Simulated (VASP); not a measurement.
VASP input:

**POSCAR**
```
Si2Ni
1
    0.0000000000     2.6932705627     2.6932705627
    2.6932705627    -0.0000000000     2.6932705627
    2.6932705627     2.6932705627    -0.0000000000
Si Ni
2 1
Direct
  0.2500000000   0.2500000000   0.2500000000
  0.7500000000   0.7500000000   0.7500000000
  0.0000000000   0.0000000000   0.0000000000
```

INCAR:
```
# general
SYSTEM =Si2Ni
PREC   =Accurate
ENCUT  =400   # plane-wave cut-off (eV)
LREAL  =.FALSE.
LASPH  =.TRUE.   # aspherical one-centre terms

# electronic loop
EDIFF  =1E-6   # SCF stop (eV)
NELM   =100   # most electronic steps
ALGO   =Normal   # blocked Davidson
LMAXMIX=4   # l cut-off of mixed one-centre charges

# smearing
ISMEAR =1   # Methfessel-Paxton
SIGMA  =0.1   # width (eV)

# functional
GGA    =PS

# spin
ISPIN  =2
MAGMOM =2*0.0 2.0

# ions
IBRION =2
NSW    =60
ISIF   =3   # ions, shape and volume
EDIFFG =-0.02   # ionic stop

# output
LWAVE  =.FALSE.
LCHARG =.FALSE.
LORBIT =10
```

File KPOINTS:
```
Regular mesh
0
Gamma
 9 9 9
0 0 0
```

POTCAR, in this order: Si Ni (PBE.64 set). Program: vasp_std.

### Question
Write an equivalent input for Quantum ESPRESSO's pw.x.

### Answer
One equivalent input (not run):
```
&CONTROL
  calculation = 'vc-relax'
  pseudo_dir = './pseudo'
  outdir = './out'
  tprnfor = .true.
  tstress = .true.
  nstep = 60
  forc_conv_thr = 0.00078
/
&SYSTEM
  ibrav = 0
  nat = 3
  ntyp = 2
  ecutwfc = 98
  occupations = 'smearing'
  smearing = 'methfessel-paxton'
  degauss = 0.00735
  input_dft = 'pbesol'
  nspin = 2
  starting_magnetization(2) = 0.2
/
&ELECTRONS
  conv_thr = 7.3e-08
  electron_maxstep = 100
/
&IONS
/
&CELL
/
ATOMIC_SPECIES
  Si 28.085 Si.upf
  Ni 58.693 Ni.upf
CELL_PARAMETERS angstrom
     0.0000000    2.6932706    2.6932706
     2.6932706   -0.0000000    2.6932706
     2.6932706    2.6932706   -0.0000000
ATOMIC_POSITIONS crystal
  Si   0.2500000  0.2500000  0.2500000
  Si   0.7500000  0.7500000  0.7500000
  Ni   0.0000000  0.0000000  0.0000000
K_POINTS automatic
  9 9 9 0 0 0
```
What does not carry over: the potentials are each code's own (VASP's PAW set, PseudoDojo norm-conserving files in pw.x), so ENCUT and ecutwfc are chosen apart and not converted; conv_thr bounds pw.x's estimated SCF error, while EDIFF bounds the energy change between steps; starting_magnetization is a fraction of the valence charge and MAGMOM a moment in μB, so they match only roughly; forc_conv_thr acts on force components and is met together with etot_conv_thr.

The structure comes from a measured Si2Ni entry (Fm-3m) of the Crystallography Open Database, whose conditions weren't checked. This run relaxes it. Symmetry was kept, so distortions that lower it aren't found. The start is the result of an earlier pass.
